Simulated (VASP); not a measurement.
Here is the system:

```
CELL_PARAMETERS angstrom
      0.00000     2.21361     2.21361
      2.21361     0.00000     2.21361
      2.21361     2.21361     0.00000
ATOMIC_POSITIONS crystal
  Nb 0.00000 0.00000 0.00000
  C  0.50000 0.50000 0.50000
```

Method: LDA (Ceperley-Alder, Perdew-Zunger), VASP's LDA PAW potentials (set 64) (plane waves; VASP 6.6.1). Numerical set-up: 520 eV cut-off, Gaussian smearing of 0.050 eV, potentials Nb_sv C.

Q: Give the energies of bands 6 to 11 at the high-symmetry points, in eV from the Fermi level.

A: 
```json
[
 {"band": "6", "Γ": "-1.41", "X": "-4.38", "U": "-5.28", "L": "-7.75", "W": "-4.77"},
 {"band": "7", "Γ": "-1.41", "X": "-3.82", "U": "-4.24", "L": "-5.29", "W": "-4.45"},
 {"band": "8", "Γ": "-1.41", "X": "-1.31", "U": "-3.59", "L": "-5.29", "W": "-4.45"},
 {"band": "9", "Γ": "-0.26", "X": "-1.31", "U": "-0.34", "L": "2.20", "W": "1.56"},
 {"band": "10", "Γ": "-0.26", "X": "2.07", "U": "2.57", "L": "2.20", "W": "1.56"},
 {"band": "11", "Γ": "-0.26", "X": "3.36", "U": "3.54", "L": "3.68", "W": "3.37"}
]
```

It has no gap at this level: it comes out as a metal or semimetal.

The compound is NbC in the rock salt structure. It was relaxed first. The electron count is odd and the run is not spin-polarised, which forces a metal.
